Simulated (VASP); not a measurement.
Shape and ions are relaxed at each volume.

Space group P6₃/mmc (No. 194); a = 3.286 Å, b = 3.286 Å, c = 5.075 Å, α = 90.00°, β = 90.00°, γ = 120.00°

| atom | site | symmetry | x | y | z |
|---|---|---|---|---|---|
| Sc | 2c | -6m2 | 0.3333 | 0.6667 | 0.2500 |

Method: vdW-DF-cx, VASP's PBE PAW potentials (set 64) (plane waves; VASP). Settings: 520 eV cut-off, 13×13×7 Γ-centred mesh, first-order Methfessel-Paxton smearing of 0.10 eV, potentials Sc_sv.

Problem. Give the energy at these volumes per atom, relative to the lowest: 22.29, 23.00, 23.71, 24.42, 25.14 Å³.

Solution. 17.3, 4.3, 0.0, 3.5, 13.6 meV/atom. A third-order Birch-Murnaghan fit gives B0 = 57.4 GPa and B0′ = 3.5.

The compound is Sc in the hcp structure. It was relaxed first, which changed the volume by -5 %.
